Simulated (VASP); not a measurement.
```
GaP
1.0
    5.43669     0.00000     0.00000
    0.00000     3.84432     0.00000
    0.00000     0.00000    26.49632
Ga P
6 6
Direct
  0.00000   0.00000   0.68136
  0.50000   0.50000   0.60882
  0.00000   0.00000   0.53627
  0.50000   0.50000   0.46373
  0.00000   0.00000   0.39118
  0.50000   0.50000   0.31864
  0.25000   0.00000   0.60882
  0.75000   0.50000   0.68136
  0.25000   0.00000   0.46373
  0.75000   0.50000   0.53627
  0.25000   0.00000   0.31864
  0.75000   0.50000   0.39118
```

Level of theory: PBEsol GGA, VASP's PBE PAW potentials (set 64) (plane waves; VASP 6.6.1). Settings: PREC = Normal, EDIFF = 1E-5, 400 eV cut-off, 4×5×1 Γ-centred mesh, Gaussian smearing of 0.050 eV, potentials Ga_d P.

The ions are relaxed. Give the cell that the relaxation ends in.

```
GaP
1.0
    5.43669     0.00000     0.00000
    0.00000     3.84432     0.00000
    0.00000     0.00000    26.49632
Ga P
6 6
Direct
  0.94506   0.00000   0.66548
  0.51899   0.50000   0.61241
  0.01578   0.00000   0.53487
  0.51578   0.50000   0.46513
  0.01899   0.00000   0.38759
  0.44506   0.50000   0.33452
  0.26833   0.00000   0.60815
  0.73815   0.50000   0.68972
  0.26369   0.00000   0.46227
  0.76369   0.50000   0.53773
  0.23815   0.00000   0.31028
  0.76833   0.50000   0.39185
```

How much energy does the relaxation gain?

The energy (σ→0) changes by -116.6 meV/atom, in 18 ionic steps.

The cell is a thin slab with vacuum, built from GaP (zinc blende): (110) face.
